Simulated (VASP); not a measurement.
# SiF (Pm-3m) in VASP: notebook

One crystal, SiF, is run at these levels: AM05, PW91, optB88-vdW; tasks: relaxation of cell and atoms.

All numbers are computed with VASP 6.6.1; they aren't measurements. Logs are shortened: lines on timing, memory, paths and dates and some standing lists are left out, and cuts for length are marked.

## 1. The structure

Symmetry: Pm-3m, No. 221, cubic system. The conventional cell has a = 3.029 Å, b = 3.029 Å, c = 3.029 Å, α = 90.00°, β = 90.00°, γ = 90.00°. Si (site symmetry m-3m) has 8 F at 2.62 Å as nearest neighbours. F (site symmetry m-3m) has 8 Si at 2.62 Å as nearest neighbours.

The cell was built by a generator and needn't be a form met in nature.

## 2. Relaxation of cell and atoms, AM05

INCAR reads:

```
SYSTEM = SiF
ALGO     = Normal         ! electronic algorithm
EDIFF    = 1E-6           ! SCF threshold, eV
EDIFFG   = -0.01          ! ionic threshold
ENCUT    = 600            ! plane-wave cutoff, eV
GGA      = AM             ! functional
IBRION   = 2              ! ionic algorithm
ISIF     = 3              ! what is computed and relaxed
ISMEAR   = -1             ! smearing method
LASPH    = .True.         ! aspherical terms in the spheres
LCHARG   = .False.        ! write CHGCAR
LREAL    = .False.        ! projectors in reciprocal space
LWAVE    = .False.        ! write WAVECAR
NELM     = 80             ! most SCF steps
NSW      = 40             ! ionic steps
PREC     = Accurate       ! precision mode
SIGMA    = 0.05           ! smearing width, eV
```

KPOINTS reads:

```
k-points
0
Gamma
  9 9 9
  0 0 0
```

POSCAR reads:

```
SiF
1.0
    3.0286000000      0.0000000000      0.0000000000
    0.0000000000      3.0286000000      0.0000000000
    0.0000000000      0.0000000000      3.0286000000
Si F
1 1
Direct
    0.5000000000      0.5000000000      0.5000000000
    0.0000000000      0.0000000000      0.0000000000
```

Potentials or basis: VASP PAW PBE potentials, release 64 (Si, F).

Command:

```sh
$ cat potpaw_PBE.64/Si/POTCAR potpaw_PBE.64/F/POTCAR > POTCAR
$ mpirun -np 1 vasp_std > vasp.out
```

OUTCAR:

```text
SYSTEM = SiF
   EDIFF = 1E-6
   EDIFFG = -0.01
   ENCUT = 600
   GGA = AM
   IBRION = 2
   ISIF = 3
   ISMEAR = -1
   LASPH = .True.
   LREAL = .False.
   NELM = 80
   NSW = 40
   PREC = Accurate

 ion  position               nearest neighbor table
   1  0.500  0.500  0.500-
   2  0.000  0.000  0.000-

  LATTYP: Found a simple cubic cell.
 ALAT       =     3.0286000000

  Lattice vectors:

 A1 = (   3.0286000000,   0.0000000000,   0.0000000000)
 A2 = (   0.0000000000,   3.0286000000,   0.0000000000)
 A3 = (   0.0000000000,   0.0000000000,   3.0286000000)

Analysis of symmetry for initial positions (statically):
=====================================================================
 Subroutine PRICEL returns:
 Original cell was already a primitive cell.

 Routine SETGRP: Setting up the symmetry group for a
 simple cubic supercell.

 Subroutine GETGRP returns: Found 48 space group operations
 (whereof 48 operations were pure point group operations)
 out of a pool of 48 trial point group operations.

The static configuration has the point symmetry O_h .

Analysis of symmetry for dynamics (positions and initial velocities):
=====================================================================
 Subroutine PRICEL returns:
 Original cell was already a primitive cell.

 Routine SETGRP: Setting up the symmetry group for a
 simple cubic supercell.

 Subroutine GETGRP returns: Found 48 space group operations
 (whereof 48 operations were pure point group operations)
 out of a pool of 48 trial point group operations.

The dynamic configuration has the point symmetry O_h .

 Subroutine INISYM returns: Found 48 space group operations
 (whereof 48 operations are pure point group operations),
 and found     1 'primitive' translations

----------------------------------------------------------------------------------------

                                     Primitive cell

  volume of cell :      27.7796

  direct lattice vectors                    reciprocal lattice vectors
     3.028600000  0.000000000  0.000000000     0.330185564  0.000000000  0.000000000
     0.000000000  3.028600000  0.000000000     0.000000000  0.330185564  0.000000000
     0.000000000  0.000000000  3.028600000     0.000000000  0.000000000  0.330185564

  length of vectors
     3.028600000  3.028600000  3.028600000     0.330185564  0.330185564  0.330185564

  position of ions in fractional coordinates (direct lattice)
     0.500000000  0.500000000  0.500000000
     0.000000000  0.000000000  0.000000000

  ion indices of the primitive-cell ions
   primitive index   ion index
                 1           1
                 2           2

----------------------------------------------------------------------------------------

 KPOINTS: k-points

Automatic generation of k-mesh.
 Grid dimensions read from file:
 generate k-points for:    9    9    9

 Generating k-lattice:

  Cartesian coordinates                     Fractional coordinates (reciprocal lattice)
     0.036687285  0.000000000  0.000000000     0.111111111  0.000000000  0.000000000
     0.000000000  0.036687285  0.000000000     0.000000000  0.111111111  0.000000000
     0.000000000  0.000000000  0.036687285     0.000000000  0.000000000  0.111111111

  Length of vectors
     0.036687285  0.036687285  0.036687285

  Shift w.r.t. Gamma in fractional coordinates (k-lattice)
     0.000000000  0.000000000  0.000000000

 Subroutine IBZKPT returns following result:
 ===========================================

 Found     35 irreducible k-points:

 Following reciprocal coordinates:
            Coordinates               Weight
  0.000000  0.000000  0.000000      1.000000
  0.111111  0.000000  0.000000      6.000000
  0.222222  0.000000  0.000000      6.000000
  0.333333  0.000000  0.000000      6.000000
  0.444444  0.000000  0.000000      6.000000
  0.111111  0.111111  0.000000     12.000000
[... 16 lines left out ...]
  0.333333  0.333333  0.111111     24.000000
  0.444444  0.333333  0.111111     48.000000
 [... further k-points ...]
   k-points           NKPTS =     35   k-points in BZ     NKDIM =     35   number of bands    NBANDS=      9
   number of dos      NEDOS =    301   number of ions     NIONS =      2
   total plane-waves  NPLWV =  13824
   dimension x,y,z NGX =    24 NGY =   24 NGZ =   24
   dimension x,y,z NGXF=    48 NGYF=   48 NGZF=   48
   ions per type =               1   1
   NGX,Y,Z   is equivalent  to a cutoff of  13.17, 13.17, 13.17 a.u.
   NGXF,Y,Z  is equivalent  to a cutoff of  26.35, 26.35, 26.35 a.u.
 SYSTEM =  SiF
   PREC   = accura    normal or accurate (medium, high low for compatibility)
   ISTART =      0    job   : 0-new  1-cont  2-samecut
   ICHARG =      2    charge: 1-file 2-atom 10-const
   ISPIN  =      1    spin polarized calculation?
   LNONCOLLINEAR =      F non collinear calculations
   LSORBIT =      F    spin-orbit coupling
   LASPH  =      T    aspherical Exc in radial PAW
   ENCUT  =  600.0 eV  44.10 Ry    6.64 a.u.   6.05  6.05  6.05*2*pi/ulx,y,z
   NELM   =     80;   NELMIN=  2; NELMDL= -5     # of ELM steps
   EDIFF  = 0.1E-05   stopping-criterion for ELM
   LREAL  =      F    real-space projection
   EDIFFG = -.1E-01   stopping-criterion for IOM
   NSW    =     40    number of steps for IOM
   IBRION =      2    ionic relax: 0-MD 1-quasi-New 2-CG
   NFREE  =      1    steps in history (QN), initial steepest desc. (CG)
   ISIF   =      3    stress and relaxation
   ISYM   =      2    0-nonsym 1-usesym 2-fastsym
   POTIM  = 0.5000    time-step for ionic-motion
   TEBEG  =    0.0;   TEEND  =   0.0 temperature during run
   PSTRESS=    0.0 pullay stress
   NELECT =      11.0000    total number of electrons
   NUPDOWN=      -1.0000    fix difference up-down
   EMIN   =  10.00;   EMAX   =-10.00  energy-range for DOS
   EFERMI =   0.00;   METHOD = LEGACY
   ISMEAR =    -1;   SIGMA  =   0.05  broadening in eV -4-tet -1-fermi 0-gaus
   EFERMI_NEDOS =   21; number of points for ismear=-14 and -15
   IALGO  =     38    algorithm
   IMIX   =      4    mixing-type and parameters
     AMIX     =   0.40;   BMIX     =  1.00
     AMIX_MAG =   1.60;   BMIX_MAG =  1.00
  volume/ion in A,a.u.               =      13.89        93.73
  Fermi-wavevector in a.u.,A,eV,Ry     =   1.202164  2.271761 19.663124  1.445199
  Thomas-Fermi vector in A             =   2.337953
   LORBIT       =      0    0 simple, 1 ext, 2 COOP (PROOUT), +10 PAW based schemes
   GGA     = AM    functional components
   LHFCALC =     F    Hartree Fock is set to
   AEXX    =    0.0000 exact exchange contribution
   IVDW    =     0    specifies the selected vdW correction
   LEPSILON=     F    determine dielectric tensor
   LRPA    =     F    only Hartree local field effects (RPA)
 conjugate gradient relaxation of ions
 non-spin polarized calculation
  energy-cutoff  :      600.00
  volume of cell :       27.78
 maximum number of plane-waves:       943
   NGX = 13   NGY = 13   NGZ = 13

--------------------------------------- Ionic step        1  -------------------------------------------

 number of electron      11.0000013 magnetization

 Free energy of the ion-electron system (eV)
  ---------------------------------------------------
  ext. energy  EPLUGINS =         0.00000000
  ---------------------------------------------------
  free energy    TOTEN  =        -7.99263170 eV

  energy without entropy =       -7.97485580  energy(sigma->0) =       -7.98374375

------------------------ aborting loop because EDIFF is reached ----------------------------------------

  FORCE on cell =-STRESS in cart. coord.  units (eV):
  Direction    XX          YY          ZZ          XY          YZ          ZX
  --------------------------------------------------------------------------------------
  -------------------------------------------------------------------------------------
  Total       -0.6623569     -0.6623569     -0.6623569     -0.0000000      0.0000000     -0.0000000
  in kB      -38.2011886    -38.2011886    -38.2011886     -0.0000000      0.0000000     -0.0000000
  external PRESSURE =     -38.2011886 kB  Pullay stress =       0.0000000 kB

 VOLUME and BASIS-vectors are now :
 -----------------------------------------------------------------------------
  energy-cutoff  :      600.00
  volume of cell :       27.78
      direct lattice vectors                 reciprocal lattice vectors
     3.028600000  0.000000000  0.000000000     0.330185564  0.000000000  0.000000000
     0.000000000  3.028600000  0.000000000     0.000000000  0.330185564  0.000000000
     0.000000000  0.000000000  3.028600000     0.000000000  0.000000000  0.330185564
[... 37 lines left out ...]
 POSITION                                       TOTAL-FORCE (eV/Angst)
 -----------------------------------------------------------------------------------
      1.49011      1.49011      1.49011        -0.000000      0.000000      0.000000
      0.00000      0.00000      0.00000         0.000000      0.000000      0.000000
 -----------------------------------------------------------------------------------
    total drift:                                0.000000      0.000000      0.000000

  FREE ENERGIE OF THE ION-ELECTRON SYSTEM (eV)
  ---------------------------------------------------
  free  energy   TOTEN  =        -8.0098743791 eV

  energy  without entropy=       -7.9929664854  energy(sigma->0) =       -8.00142043

--------------------------------------- Ionic step        3  -------------------------------------------

 number of electron      11.0000000 magnetization

 Free energy of the ion-electron system (eV)
  ---------------------------------------------------
  ext. energy  EPLUGINS =         0.00000000
  ---------------------------------------------------
  free energy    TOTEN  =        -8.00992123 eV

  energy without entropy =       -7.99303908  energy(sigma->0) =       -8.00148016

 E-fermi :   6.3476     XC(G=0): -10.6652

 val. band max:        6.3217595026   @ k =   0.3333   0.2222   0.0000
 cond. band min:       6.3629757084   @ k =   0.4444   0.4444   0.4444
 fundamental gap:      0.0412162059
 Fermi energy:         6.3475739696

 k-point     1 :       0.0000    0.0000    0.0000
  band No.  band energies     occupation
      1     -17.9610      2.00000
      2      -2.7024      2.00000
      3       0.8313      2.00000
      4       0.8313      2.00000
      5       0.8313      2.00000
      6      11.8190      0.00000
      7      11.8190      0.00000
      8      11.8190      0.00000
      9      11.9879      0.00000

 k-point     2 :       0.1111    0.0000    0.0000
  band No.  band energies     occupation
      1     -17.9289      2.00000
      2      -2.8265      2.00000
      3       0.8706      2.00000
      4       0.8706      2.00000
      5       0.9427      2.00000
      6       9.7912      0.00000
      7      11.8047      0.00000
      8      11.8047      0.00000
      9      12.1569      0.00000
[... 253 lines left out ...]
 k-point    24 :       0.4444    0.3333    0.1111
  band No.  band energies     occupation
      1     -17.5080      2.00000
      2      -2.2259      2.00000
      3      -0.7781      2.00000
      4       1.1087      2.00000
      5       2.2044      2.00000
      6       6.4155      0.40907
      7       7.4981      0.00000
      8      11.6484      0.00000
      9      14.1882      0.00000

 [... further k-points ...]
[... 5 lines left out ...]
  --------------------------------------------------------------------------------------
  -------------------------------------------------------------------------------------
  Total       -0.0149036     -0.0149036     -0.0149036      0.0000000      0.0000000      0.0000000
  in kB       -0.9037380     -0.9037380     -0.9037380      0.0000000      0.0000000      0.0000000
  external PRESSURE =      -0.9037380 kB  Pullay stress =       0.0000000 kB

 VOLUME and BASIS-vectors are now :
 -----------------------------------------------------------------------------
  energy-cutoff  :      600.00
  volume of cell :       26.42
      direct lattice vectors                 reciprocal lattice vectors
     2.978423755  0.000000000 -0.000000000     0.335748061  0.000000000 -0.000000000
    -0.000000000  2.978423755  0.000000000    -0.000000000  0.335748061  0.000000000
     0.000000000  0.000000000  2.978423755     0.000000000  0.000000000  0.335748061

 POSITION                                       TOTAL-FORCE (eV/Angst)
 -----------------------------------------------------------------------------------
      1.48921      1.48921      1.48921        -0.000000      0.000000      0.000000
      0.00000      0.00000      0.00000         0.000000      0.000000      0.000000
 -----------------------------------------------------------------------------------
    total drift:                               -0.000000      0.000000      0.000000

  FREE ENERGIE OF THE ION-ELECTRON SYSTEM (eV)
  ---------------------------------------------------
  free  energy   TOTEN  =        -8.0099212280 eV

  energy  without entropy=       -7.9930390825  energy(sigma->0) =       -8.00148016

 reached required accuracy - stopping structural energy minimisation
```

It took 7.4 s on 1 thread of Intel Xeon 6975P-C (Granite Rapids), shared host; peak memory 0.13 GiB.

What came out:

```yaml
Free_energy: -8.0099 eV
Relaxed_volume: 13.21 Å³/atom
Relaxed_cell: a = 2.978 Å, b = 2.978 Å, c = 2.978 Å, α = 90.00°, β = 90.00°, γ = 90.00°
Space_group_after_relaxing_to_0.05_Å: Pm-3m (No. 221)
Energy_gained_by_relaxing: 8.6 meV/atom
Ionic_steps: 3
Pressure_after_relaxing: -0.1 GPa
Band_gap_on_the_k_mesh: none (metal or under the smearing width)
```

Step by step:
| step | energy change (eV) | largest force (eV/Å) | pressure (GPa) | volume (Å³) |
| --- | --- | --- | --- | --- |
| 1 | 0.0000 | 0.0000 | -3.82 | 27.78 |
| 2 | -0.0172 | 0.0000 | -0.16 | 26.47 |
| 3 | -0.0173 | 0.0000 | -0.09 | 26.42 |

Final structure:
```
CELL_PARAMETERS angstrom
2.97842 0.00000 0.00000
0.00000 2.97842 0.00000
0.00000 0.00000 2.97842
ATOMIC_POSITIONS crystal
Si 0.50000 0.50000 0.50000
F 0.00000 0.00000 0.00000
```

Caveat: the PAW data sets were made with another functional, which shifts forces and pressure a little; an odd number of electrons without spin polarisation forces a metal; a magnetic or distorted state may lie lower.

## 3. Relaxation of cell and atoms, PW91

INCAR: that of step 2 with these lines changed.

```diff
@@ -5,3 +5,3 @@
 ENCUT    = 600            ! plane-wave cutoff, eV
-GGA      = AM             ! functional
+GGA      = 91             ! functional
 IBRION   = 2              ! ionic algorithm
```

KPOINTS is that of step 2.

POSCAR is that of step 2.

Potentials or basis: VASP PAW PBE potentials, release 64 (Si, F).

Command:

```sh
$ cat potpaw_PBE.64/Si/POTCAR potpaw_PBE.64/F/POTCAR > POTCAR
$ mpirun -np 1 vasp_std > vasp.out
```

Run time: 3.9 s. Hardware: 1 thread of Intel Xeon 6975P-C (Granite Rapids), shared host; peak memory 0.13 GiB.

The run converged. Its results:

| Quantity | Value |
| --- | --- |
| Free energy | -7.8323 eV |
| Relaxed volume | 13.91 Å³/atom |
| Relaxed cell | a = 3.030 Å, b = 3.030 Å, c = 3.030 Å, α = 90.00°, β = 90.00°, γ = 90.00° |
| Space group after relaxing (to 0.05 Å) | Pm-3m (No. 221) |
| Energy gained by relaxing | 0.0 meV/atom |
| Ionic steps | 2 |
| Pressure after relaxing | 0.0 GPa |
| Band gap on the k mesh | none (metal or under the smearing width) |

Final structure:
```xyz
2
Lattice="3.0303 0.0000 0.0000 0.0000 3.0303 0.0000 0.0000 0.0000 3.0303" Properties=species:S:1:pos:R:3 pbc="T T T"
Si    1.5151    1.5151    1.5151
F     0.0000    0.0000    0.0000
```

Levels at points of the mesh, in eV from the Fermi level:
```csv
k point,band 2,band 3,band 4,band 5,band 6,band 7,band 8,band 9
"(0.00, 0.00, 0.00)",-8.95,-5.23,-5.23,-5.23,5.11,5.11,5.11,5.87
```

Caveat: the PAW data sets were made with another functional, which shifts forces and pressure a little; an odd number of electrons without spin polarisation forces a metal; a magnetic or distorted state may lie lower.

(Continued in part 2 of 2.)
